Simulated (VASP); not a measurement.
**HfO2: energy against volume**

HfO2 (fluorite, Fm-3m, 10.876 Å³/atom and stress up to 0.25 GPa in the relaxed cell, cube axes along x, y and z) under an equal strain ε along all three axes. PBE in VASP (plane waves, PAW), 600 eV, 10×10×10 Γ-centred mesh, Gaussian smearing 0.05 eV; ions are relaxed, or left where forces stay under 0.02 eV/Å, within the symmetry of each cell.

Here V stands for volume and E for E less E0.

| volume (Å³/atom) | E less E0 (meV/atom) | pressure (GPa) |
|---|---|---|
| 9.9261 | ? | ? |
| 10.2363 | 33.78 | 17.13 |
| 10.3938 | 18.85 | 12.33 |
| 10.5528 | 8.39 | 7.85 |
| 10.7135 | 2.18 | 3.66 |
| 10.8759 | 0.00 | -0.25 |
| 11.0398 | 1.73 | -3.90 |
| 11.2054 | 7.07 | -7.30 |
| 11.3727 | 15.92 | -10.47 |
| 11.5416 | 28.09 | -13.43 |

**Question.** Fit E against V with the third-order Birch-Murnaghan form, a cubic in V^(-2/3), and predict the withheld value at V = 9.9261.

**Answer.** With u = V^(-2/3) - 0.204, the rows have u = 0.008115, 0.005967, 0.003852, 0.001769, -0.000285, -0.002306, -0.004298, -0.006262, -0.008196. Least squares gives E = 0.084 + 362.24·u + 464099·u² + 366506·u³. Residuals (row less fit): -0.002, 0.002, 0.003, 0.001, -0.018, 0.018, -0.001, -0.004, 0.001; standard error 0.012 (degrees of freedom: 5). Its minimum lies at u = -0.000390, so V0 = (0.203610)^(-3/2) = 10.88. There d²E/du² = 927300 and d³E/du³ = 2199000, so B0 = (4/9) × 10.88^(-7/3) × 927300 × 0.160218 = 252 GPa (the last factor turns the table's units into GPa), and B0' = 4 + (2/3) × 0.203610 × (2199000)/927300 = 4.3. B0' rests on the cubic coefficient alone and has a standard error of 0.1 from these residuals. At the withheld row, u = 0.012511, so E = 0.084 + 362.24 × 0.012511 + 464099 × 0.012511² + 366506 × 0.012511³ = 77.977 meV/atom. The calculation gives 77.85 meV/atom, 0.127 meV/atom below the prediction (0.2 % of the range of E in the table). The row lies outside the fitted rows, so this is an extrapolation. From the scatter of the fitted rows alone, a prediction at this place has a standard error of 0.057 meV/atom, so the miss is 2.2 times that.

The primitive cell can neither tilt nor turn polar against its symmetry, as such crystals can under strain. Other structures, which can take over under pressure, weren't tried. The same form fitted to the pressure column gives B0' = 4.3; series where the two differ by over 0.4 aren't shown. HfO2 is here the high-temperature cubic form, which is unstable at 0 K; the monoclinic form is the stable one. Rows are the converged runs of the series near zero and its far end, less any whose ions stayed unrelaxed beside relaxed ones; series whose fitted rows scatter by over a few per cent of the range, as at a crossing or softening among them, aren't shown in this form.
